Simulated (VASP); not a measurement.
Method: PBEsol GGA, VASP's PBE PAW potentials (set 64) (plane waves; VASP).

A VASP calculation is set up with these files.

**KPOINTS**
```
Automatic
0
G
18 18 18
```

### POSCAR
```
H
1
   -0.9085600000     0.9085600000     0.9085600000
    0.9085600000    -0.9085600000     0.9085600000
    0.9085600000     0.9085600000    -0.9085600000
H
1
Direct
  0.0000000000   0.0000000000   0.0000000000
```

### INCAR
```
! general
SYSTEM  =  H
PREC    =  Accurate
ENCUT   =  400
LREAL   =  .FALSE.
LASPH   =  .TRUE.

! electronic loop
EDIFF   =  1E-6
NELM    =  100
ALGO    =  Normal

! smearing
ISMEAR  =  0
SIGMA   =  0.05

! functional
GGA     =  PS

! ions
IBRION  =  2
NSW     =  60
ISIF    =  3
EDIFFG  =  -0.01

! output
LWAVE   =  .FALSE.
LCHARG  =  .FALSE.
```

POTCAR, in this order: H (PBE.64 set). Program: vasp_std.

The run wrote:

OSZICAR:
```
       N       E                     dE             d eps       ncg     rms          rms(c)
DAV:   1    -0.219025125794E+01   -0.21903E+01   -0.15647E+02  1900   0.765E+01
DAV:   2    -0.221533599450E+01   -0.25085E-01   -0.20711E-01  1936   0.360E+00
DAV:   3    -0.221534994613E+01   -0.13952E-04   -0.13952E-04  1812   0.494E-02
DAV:   4    -0.221534994635E+01   -0.22321E-09   -0.28368E-09  1752   0.174E-04
DAV:   5    -0.221534994619E+01    0.16414E-09   -0.10820E-14  1444   0.446E-07    0.433E-01
DAV:   6    -0.221518646460E+01    0.16348E-03   -0.21905E-06  1656   0.191E-02    0.261E-01
DAV:   7    -0.221510033208E+01    0.86133E-04   -0.74295E-06  1608   0.309E-02    0.587E-03
DAV:   8    -0.221509966817E+01    0.66392E-06   -0.26601E-09   940   0.501E-04
   1 F= -.22150997E+01 E0= -.22149626E+01  d E =-.221510E+01
       N       E                     dE             d eps       ncg     rms          rms(c)
DAV:   1    -0.221621173404E+01   -0.11114E-02   -0.12883E-03  1560   0.296E-01    0.211E-02
DAV:   2    -0.221621248718E+01   -0.75314E-06   -0.15121E-07  1480   0.394E-03
   2 F= -.22162125E+01 E0= -.22160757E+01  d E =-.111282E-02
       N       E                     dE             d eps       ncg     rms          rms(c)
DAV:   1    -0.221721321797E+01   -0.10015E-02   -0.73414E-03  1560   0.716E-01    0.501E-02
DAV:   2    -0.221721898600E+01   -0.57680E-05   -0.83064E-07  1736   0.940E-03    0.310E-02
DAV:   3    -0.221722534390E+01   -0.63579E-05   -0.19389E-06  1676   0.135E-02    0.460E-04
DAV:   4    -0.221722521181E+01    0.13209E-06   -0.61707E-10   796   0.259E-04
   3 F= -.22172252E+01 E0= -.22170891E+01  d E =-.212554E-02
```

OUTCAR:
```
------------------------ aborting loop because EDIFF is reached ----------------------------------------
  FORCE on cell =-STRESS in cart. coord.  units (eV):
  Direction    XX          YY          ZZ          XY          YZ          ZX
  --------------------------------------------------------------------------------------
  Total        0.0045916      0.0045916      0.0045916      0.0000000      0.0000000      0.0000000
  in kB        2.5688460      2.5688460      2.5688460      0.0000000      0.0000000      0.0000000
  external PRESSURE =       2.5688460 kB  Pullay stress =       0.0000000 kB
  volume of cell :        2.86
      direct lattice vectors                 reciprocal lattice vectors
    -0.894590994  0.894590994  0.894590994     0.000000000  0.558914636  0.558914636
     0.894590994 -0.894590994  0.894590994     0.558914636  0.000000000  0.558914636
     0.894590994  0.894590994 -0.894590994     0.558914636  0.558914636  0.000000000
 POSITION                                       TOTAL-FORCE (eV/Angst)
 -----------------------------------------------------------------------------------
      0.00000      0.00000      0.00000         0.000000     -0.000000      0.000000
 -----------------------------------------------------------------------------------
    total drift:                                0.000000      0.000000     -0.000000
  FREE ENERGIE OF THE ION-ELECTRON SYSTEM (eV)
  ---------------------------------------------------
  free  energy   TOTEN  =        -2.2172252118 eV

  energy  without entropy=       -2.2169529557  energy(sigma->0) =       -2.21708908

 reached required accuracy - stopping structural energy minimisation
```
(Selected blocks of OUTCAR.)

CONTCAR:
```
H
   1.00000000000000
    -0.8945909939376848    0.8945909939376848    0.8945909939376848
     0.8945909939376848   -0.8945909939376848    0.8945909939376848
     0.8945909939376848    0.8945909939376848   -0.8945909939376848
  H
     1
Direct
     0.0000000000000000    0.0000000000000000    0.0000000000000000
```

Energy and stress use the plane-wave basis of the starting cell.

The structure was generated: H was put into the bcc type (Im-3m), which need not be its known phase. This run relaxes it. Symmetry was kept, so distortions that lower it aren't found.
